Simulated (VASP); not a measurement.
Consider the following.

```xyz
6
Lattice="2.6694 -2.6685 -0.0080 2.6694 2.6685 -0.0080 -2.6122 0.0000 4.7901" Properties=species:S:1:pos:R:3 pbc="T T T"
Ti     2.0164     1.9850     1.1895
Ti     0.7103    -1.9850     3.5846
O     -0.6227    -0.6524     3.1824
O      3.3494     0.6524     1.5917
O      2.0433    -0.6524     3.9867
O      0.6834     0.6524     0.7873
```

These are PBEsol GGA, VASP's PBE PAW potentials (set 64) (plane waves; VASP 6.6.1) values and carry that method's errors. Settings: 520 eV cut-off, 7×7×5 Γ-centred mesh, tetrahedra with Blöchl corrections, potentials Ti_sv O.

Q: What does the run give for the energy per atom (σ→0)?

A: 
The energy per atom (σ→0) is -9.370 eV/atom.

The structure comes from a computed database's TiO2 entry (C2/c); how it stands against other phases isn't given here. It was relaxed first.
